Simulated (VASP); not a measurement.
# SbW2 (Fm-3m) in VASP: a series of runs

The runs below take SbW2 through single point, relaxation of cell and atoms, with PBE.

Everything below comes from runs of VASP 6.6.1. Logs are shortened: lines on timing, memory, paths and dates and some standing lists are left out, and cuts for length are marked.

### 1 The cell of the first run

Symmetry: Fm-3m, No. 225, cubic system. Conventional cell: a = 6.266 Å, b = 6.266 Å, c = 6.266 Å, α = 90.00°, β = 90.00°, γ = 90.00°. Sb (site symmetry m-3m) has 8 W at 2.71 Å as nearest neighbours. W (site symmetry -43m) is surrounded by 4 Sb at 2.71 Å.

The cell was built by a generator and needn't be a form met in nature.

### 2 Single point, PBE (random cell by space group and Wyckoff sites (Fm-3m, No. 225))

File INCAR:

```
SYSTEM = SbW2
  ALGO = Normal
  EDIFF = 1E-7
  ENCUT = 520
  GGA = PE
  ISIF = 2
  ISMEAR = 0
  LASPH = .True.
  LCHARG = .False.
  LREAL = .False.
  LWAVE = .False.
  NBANDS = 24
  NELM = 60
  PREC = Accurate
  SIGMA = 0.1
```

File KPOINTS:

```
k-points
0
Gamma
  12 12 12
  0 0 0
```

File POSCAR:

```
SbW2
1.0
    0.0000000000      3.1330114914      3.1330114914
    3.1330114914      0.0000000000      3.1330114914
    3.1330114914      3.1330114914      0.0000000000
Sb W
1 2
Direct
    0.5000000000      0.5000000000      0.5000000000
    0.2500000000      0.2500000000      0.2500000000
    0.7500000000      0.7500000000      0.7500000000
```

Potentials or basis: VASP PAW PBE potentials, release 64 (Sb, W_sv).

The run is started by

```bash
> cat potpaw_PBE.64/Sb/POTCAR potpaw_PBE.64/W_sv/POTCAR > POTCAR
> mpirun -np 1 vasp_std > vasp.out
```

OUTCAR:

```text
SYSTEM = SbW2
   EDIFF = 1E-7
   ENCUT = 520
   GGA = PE
   ISIF = 2
   ISMEAR = 0
   LASPH = .True.
   LREAL = .False.
   NELM = 60
   PREC = Accurate

 ion  position               nearest neighbor table
   1  0.500  0.500  0.500-   2 2.71   3 2.71   2 2.71   2 2.71   2 2.71   3 2.71   3 2.71   3 2.71

   2  0.250  0.250  0.250-   1 2.71   1 2.71   1 2.71   1 2.71   3 3.13   3 3.13   3 3.13   3 3.13
                             3 3.13   3 3.13
   3  0.750  0.750  0.750-   1 2.71   1 2.71   1 2.71   1 2.71   2 3.13   2 3.13   2 3.13   2 3.13
                             2 3.13   2 3.13

  LATTYP: Found a face centered cubic cell.
 ALAT       =     6.2660229828

  Lattice vectors:

 A1 = (   0.0000000000,   3.1330114914,   3.1330114914)
 A2 = (   3.1330114914,   0.0000000000,   3.1330114914)
 A3 = (   3.1330114914,   3.1330114914,   0.0000000000)

Analysis of symmetry for initial positions (statically):
=====================================================================
 Subroutine PRICEL returns:
 Original cell was already a primitive cell.

 Routine SETGRP: Setting up the symmetry group for a
 face centered cubic supercell.

 Subroutine GETGRP returns: Found 48 space group operations
 (whereof 48 operations were pure point group operations)
 out of a pool of 48 trial point group operations.

The static configuration has the point symmetry O_h .

Analysis of symmetry for dynamics (positions and initial velocities):
=====================================================================
 Subroutine PRICEL returns:
 Original cell was already a primitive cell.

 Routine SETGRP: Setting up the symmetry group for a
 face centered cubic supercell.

 Subroutine GETGRP returns: Found 48 space group operations
 (whereof 48 operations were pure point group operations)
 out of a pool of 48 trial point group operations.

The dynamic configuration has the point symmetry O_h .

 Subroutine INISYM returns: Found 48 space group operations
 (whereof 48 operations are pure point group operations),
 and found     1 'primitive' translations

----------------------------------------------------------------------------------------

                                     Primitive cell

  volume of cell :      61.5058

  direct lattice vectors                    reciprocal lattice vectors
     0.000000000  3.133011491  3.133011491    -0.159590861  0.159590861  0.159590861
     3.133011491  0.000000000  3.133011491     0.159590861 -0.159590861  0.159590861
     3.133011491  3.133011491  0.000000000     0.159590861  0.159590861 -0.159590861

  length of vectors
     4.430747342  4.430747342  4.430747342     0.276419479  0.276419479  0.276419479

  position of ions in fractional coordinates (direct lattice)
     0.500000000  0.500000000  0.500000000
     0.250000000  0.250000000  0.250000000
     0.750000000  0.750000000  0.750000000

  ion indices of the primitive-cell ions
   primitive index   ion index
                 1           1
                 2           2
                 3           3

----------------------------------------------------------------------------------------

 KPOINTS: k-points

Automatic generation of k-mesh.
 Grid dimensions read from file:
 generate k-points for:   12   12   12

 Generating k-lattice:

  Cartesian coordinates                     Fractional coordinates (reciprocal lattice)
    -0.013299238  0.013299238  0.013299238     0.083333333  0.000000000  0.000000000
     0.013299238 -0.013299238  0.013299238     0.000000000  0.083333333  0.000000000
     0.013299238  0.013299238 -0.013299238     0.000000000  0.000000000  0.083333333

  Length of vectors
     0.023034957  0.023034957  0.023034957

  Shift w.r.t. Gamma in fractional coordinates (k-lattice)
     0.000000000  0.000000000  0.000000000

 Subroutine IBZKPT returns following result:
 ===========================================

 Found     72 irreducible k-points:

 Following reciprocal coordinates:
            Coordinates               Weight
  0.000000  0.000000  0.000000      1.000000
  0.083333  0.000000  0.000000      8.000000
  0.166667  0.000000  0.000000      8.000000
  0.250000  0.000000  0.000000      8.000000
  0.333333  0.000000  0.000000      8.000000
  0.416667  0.000000  0.000000      8.000000
[... 16 lines left out ...]
  0.500000  0.166667  0.000000     24.000000
 -0.416667  0.166667  0.000000     24.000000
 [... further k-points ...]
   k-points           NKPTS =     72   k-points in BZ     NKDIM =     72   number of bands    NBANDS=     24
   number of dos      NEDOS =    301   number of ions     NIONS =      3
   total plane-waves  NPLWV =  46656
   dimension x,y,z NGX =    36 NGY =   36 NGZ =   36
   dimension x,y,z NGXF=    72 NGYF=   72 NGZF=   72
   ions per type =               1   2
   NGX,Y,Z   is equivalent  to a cutoff of  13.51, 13.51, 13.51 a.u.
   NGXF,Y,Z  is equivalent  to a cutoff of  27.02, 27.02, 27.02 a.u.
 SYSTEM =  SbW2
   PREC   = accura    normal or accurate (medium, high low for compatibility)
   ISTART =      0    job   : 0-new  1-cont  2-samecut
   ICHARG =      2    charge: 1-file 2-atom 10-const
   ISPIN  =      1    spin polarized calculation?
   LNONCOLLINEAR =      F non collinear calculations
   LSORBIT =      F    spin-orbit coupling
   LASPH  =      T    aspherical Exc in radial PAW
   ENCUT  =  520.0 eV  38.22 Ry    6.18 a.u.   8.24  8.24  8.24*2*pi/ulx,y,z
   NELM   =     60;   NELMIN=  2; NELMDL= -5     # of ELM steps
   EDIFF  = 0.1E-06   stopping-criterion for ELM
   LREAL  =      F    real-space projection
   EDIFFG = 0.1E-05   stopping-criterion for IOM
   NSW    =      0    number of steps for IOM
   IBRION =     -1    ionic relax: 0-MD 1-quasi-New 2-CG
   NFREE  =      0    steps in history (QN), initial steepest desc. (CG)
   ISIF   =      2    stress and relaxation
   ISYM   =      2    0-nonsym 1-usesym 2-fastsym
   POTIM  = 0.5000    time-step for ionic-motion
   TEBEG  =    0.0;   TEEND  =   0.0 temperature during run
   PSTRESS=    0.0 pullay stress
   NELECT =      33.0000    total number of electrons
   NUPDOWN=      -1.0000    fix difference up-down
   EMIN   =  10.00;   EMAX   =-10.00  energy-range for DOS
   EFERMI =   0.00;   METHOD = LEGACY
   ISMEAR =     0;   SIGMA  =   0.10  broadening in eV -4-tet -1-fermi 0-gaus
   EFERMI_NEDOS =   21; number of points for ismear=-14 and -15
   IALGO  =     38    algorithm
   IMIX   =      4    mixing-type and parameters
     AMIX     =   0.40;   BMIX     =  1.00
     AMIX_MAG =   1.60;   BMIX_MAG =  1.00
  volume/ion in A,a.u.               =      20.50       138.35
  Fermi-wavevector in a.u.,A,eV,Ry     =   1.330273  2.513852 24.077232  1.769627
  Thomas-Fermi vector in A             =   2.459372
   LORBIT       =      0    0 simple, 1 ext, 2 COOP (PROOUT), +10 PAW based schemes
   GGA     = PE    functional components
   LHFCALC =     F    Hartree Fock is set to
   AEXX    =    0.0000 exact exchange contribution
   IVDW    =     0    specifies the selected vdW correction
   LEPSILON=     F    determine dielectric tensor
   LRPA    =     F    only Hartree local field effects (RPA)
 non-spin polarized calculation
 Gauss-broadening in eV      SIGMA  =   0.10
  energy-cutoff  :      520.00
  volume of cell :       61.51
 maximum number of plane-waves:      1676
 NGX is ok and might be reduce to    36
   NGX = 17   NGY = 17   NGZ = 17

 number of electron      33.0000001 magnetization

 Free energy of the ion-electron system (eV)
  ---------------------------------------------------
  ext. energy  EPLUGINS =         0.00000000
  ---------------------------------------------------
  free energy    TOTEN  =       -25.58116280 eV

  energy without entropy =      -25.55663544  energy(sigma->0) =      -25.56889912

 E-fermi :   9.3085     XC(G=0): -11.7493

 val. band max:        9.3020652661   @ k =   0.5000   0.0833   0.0000
 cond. band min:       9.3231523374   @ k =  -0.4167   0.4167   0.0833
 fundamental gap:      0.0210870713
 Fermi energy:         9.3084736691

 k-point     1 :       0.0000    0.0000    0.0000
  band No.  band energies     occupation
      1     -64.7330      2.00000
      2     -64.7029      2.00000
      3     -29.0353      2.00000
      4     -29.0353      2.00000
      5     -29.0353      2.00000
      6     -28.8481      2.00000
[... 16 lines left out ...]
     23      13.8582      0.00000
     24      14.5114      0.00000

 k-point     2 :       0.0833    0.0000    0.0000
  band No.  band energies     occupation
      1     -64.7325      2.00000
      2     -64.7034      2.00000
      3     -29.0334      2.00000
      4     -29.0324      2.00000
      5     -29.0324      2.00000
      6     -28.8520      2.00000
[... 16 lines left out ...]
     23      14.2828      0.00000
     24      14.7214      0.00000

 k-point     3 :       0.1667    0.0000    0.0000
  band No.  band energies     occupation
      1     -64.7310      2.00000
      2     -64.7049      2.00000
      3     -29.0273      2.00000
      4     -29.0237      2.00000
      5     -29.0237      2.00000
      6     -28.8635      2.00000
[... 16 lines left out ...]
     23      14.5108      0.00000
     24      15.0722      0.00000
[... 514 lines left out ...]
 k-point    23 :       0.5000    0.1667    0.0000
  band No.  band energies     occupation
      1     -64.7203      2.00000
      2     -64.7152      2.00000
      3     -29.0283      2.00000
      4     -29.0111      2.00000
      5     -29.0080      2.00000
      6     -28.8897      2.00000
[... 16 lines left out ...]
     23      14.5432      0.00000
     24      16.6535      0.00000

 k-point    24 :      -0.4167    0.1667    0.0000
  band No.  band energies     occupation
      1     -64.7187      2.00000
      2     -64.7167      2.00000
      3     -29.0450      2.00000
      4     -28.9898      2.00000
      5     -28.9848      2.00000
      6     -28.9148      2.00000
[... 16 lines left out ...]
     23      14.4763      0.00000
     24      16.6089      0.00000

 [... further k-points ...]

------------------------ aborting loop because EDIFF is reached ----------------------------------------

  FORCE on cell =-STRESS in cart. coord.  units (eV):
  Direction    XX          YY          ZZ          XY          YZ          ZX
  --------------------------------------------------------------------------------------
  -------------------------------------------------------------------------------------
  Total        0.0715491      0.0715491      0.0715491     -0.0000000      0.0000000      0.0000000
  in kB        1.8637978      1.8637978      1.8637978     -0.0000000      0.0000000      0.0000000
  external PRESSURE =       1.8637978 kB  Pullay stress =       0.0000000 kB

 VOLUME and BASIS-vectors are now :
 -----------------------------------------------------------------------------
  energy-cutoff  :      520.00
  volume of cell :       61.51
      direct lattice vectors                 reciprocal lattice vectors
     0.000000000  3.133011491  3.133011491    -0.159590861  0.159590861  0.159590861
     3.133011491  0.000000000  3.133011491     0.159590861 -0.159590861  0.159590861
     3.133011491  3.133011491  0.000000000     0.159590861  0.159590861 -0.159590861

 POSITION                                       TOTAL-FORCE (eV/Angst)
 -----------------------------------------------------------------------------------
      3.13301      3.13301      3.13301        -0.000000      0.000000     -0.000000
      1.56651      1.56651      1.56651        -0.000000     -0.000000     -0.000000
      4.69952      4.69952      4.69952         0.000000      0.000000      0.000000
 -----------------------------------------------------------------------------------
    total drift:                                0.000000      0.000000      0.000000

  FREE ENERGIE OF THE ION-ELECTRON SYSTEM (eV)
  ---------------------------------------------------
  free  energy   TOTEN  =       -25.5811627986 eV

  energy  without entropy=      -25.5566354358  energy(sigma->0) =      -25.56889912
```

It took 98 s on 1 thread of Intel Xeon Platinum 8559C (Emerald Rapids), shared host; peak memory 0.25 GiB.

Results:

```yaml
Free_energy: -25.5812 eV
Pressure: 0.2 GPa
Band_gap_on_the_k_mesh: none (metal or under the smearing width)
```

The run has no spin-orbit coupling, so splittings on Sb, W are missing.

### 3 Relaxation of cell and atoms, PBE (random cell by space group and Wyckoff sites (Fm-3m, No. 225))

File INCAR:

```
SYSTEM = SbW2
ALGO = Normal
EDIFF = 1E-6
EDIFFG = -0.01
ENCUT = 600
GGA = PE
IBRION = 2
ISIF = 3
ISMEAR = 0
LASPH = .True.
LCHARG = .False.
LREAL = .False.
LWAVE = .False.
NELM = 60
NSW = 100
PREC = Accurate
SIGMA = 0.1
```

KPOINTS is that of step 2.

File POSCAR:

```
SbW2
1.0
    0.0000000000      3.1315923174      3.1315923174
    3.1315923174      0.0000000000      3.1315923174
    3.1315923174      3.1315923174      0.0000000000
Sb W
1 2
Direct
    0.5000000000      0.5000000000      0.5000000000
    0.2500000000      0.2500000000      0.2500000000
    0.7500000000      0.7500000000      0.7500000000
```

Potentials or basis: VASP PAW PBE potentials, release 64 (Sb, W_sv).

The run is started by

```bash
> cat potpaw_PBE.64/Sb/POTCAR potpaw_PBE.64/W_sv/POTCAR > POTCAR
> mpirun -np 1 vasp_std > vasp.out
```

It took 3.5 min on 1 thread of Intel Xeon Platinum 8559C (Emerald Rapids), shared host; peak memory 0.26 GiB.

It converged, with:

```yaml
Free_energy: -25.5815 eV
Relaxed_volume: 20.53 Å³/atom
Relaxed_cell: a = 4.433 Å, b = 4.433 Å, c = 4.433 Å, α = 60.00°, β = 60.00°, γ = 60.00°
Space_group_after_relaxing_to_0.05_Å: Fm-3m (No. 225)
Energy_gained_by_relaxing: 0.1 meV/atom
Ionic_steps: 3
Pressure_after_relaxing: 0.0 GPa
```

Step by step:
```csv
step,energy change (eV),largest force (eV/Å),pressure (GPa),volume (Å³)
1,0.0000,0.0000,0.45,61.42
2,0.0009,0.0000,-0.98,61.94
3,-0.0002,0.0000,0.00,61.58
```

Final structure:
```
CELL_PARAMETERS angstrom
0.00000 3.13426 3.13426
3.13426 0.00000 3.13426
3.13426 3.13426 0.00000
ATOMIC_POSITIONS crystal
Sb 0.50000 0.50000 0.50000
W 0.25000 0.25000 0.25000
W 0.75000 0.75000 0.75000
```

Levels at points of the mesh, in eV from the Fermi level:
```
           k point  band 14  band 15  band 16  band 17  band 18  band 19  band 20
(0.00, 0.00, 0.00)    -3.00     0.85     1.68     1.68     1.68     3.54     3.54
(0.50, 0.00, 0.00)    -1.42    -0.88    -0.81    -0.45    -0.45    -0.30    -0.30
(0.50, 0.50, 0.00)    -2.72    -2.45     0.11     0.11     0.42     0.42     1.81
```

Caveat: the bands computed are all filled at some k points, so no gap is given.

### 4 Single point, PBE (cell x2)

File INCAR:

```
PREC = Accurate
ENCUT = 520
EDIFF = 1E-6
ISMEAR = 0
SIGMA = 0.2
LREAL = False
LASPH = True
NELM = 100
ALGO = Normal
ISIF = 2
LWAVE = False
LCHARG = False
GGA = PE
NBANDS = 42
```

File KPOINTS:

```
regular mesh
0
Gamma
  6 6 6
```

File POSCAR:

```
SbW2
1.0
   -3.1330114914      0.0000000000     -3.1330114914
   -3.1330114914     -3.1330114914      0.0000000000
   -6.2660229828      3.1330114914      3.1330114914
Sb W
2 4
Direct
    0.2500000000      0.2500000000      0.2500000000
    0.7500000000      0.7500000000      0.7500000000
    0.6250000000      0.6250000000      0.1250000000
    0.1250000000      0.1250000000      0.6250000000
    0.8750000000      0.8750000000      0.3750000000
    0.3750000000      0.3750000000      0.8750000000
```

The run is started by

```bash
> cat potpaw_PBE.64/Sb/POTCAR potpaw_PBE.64/W_sv/POTCAR > POTCAR
> mpirun -np 1 vasp_std > vasp.out
```

Run time: 1.8 min. Hardware: 1 thread of Intel Xeon Platinum 8559C (Emerald Rapids), shared host; peak memory 0.31 GiB.

The run converged. Its results:

* Free energy: -51.2293 eV
* Pressure: 0.4 GPa
* Band gap on the k mesh: none (metal or under the smearing width)

Levels at points of the mesh, in eV from the Fermi level:
```
           k point  band 29  band 30  band 31  band 32  band 33  band 34  band 35  band 36  band 37  band 38
(0.00, 0.00, 0.00)    -0.90    -0.84    -0.48    -0.48    -0.32    -0.32     0.83     1.66     1.66     1.66
(0.50, 0.00, 0.00)    -1.68    -1.68    -0.45    -0.45    -0.22    -0.22     0.53     0.53     0.62     0.62
(0.50, 0.50, 0.00)    -1.45    -0.90    -0.83    -0.48    -0.48    -0.32    -0.32     0.08     0.08     0.39
(0.00, 0.00, 0.50)     0.12     0.12     0.71     0.71     0.71     0.71     1.17     1.17     1.30     1.30
```

(Continued in part 2 of 2.)
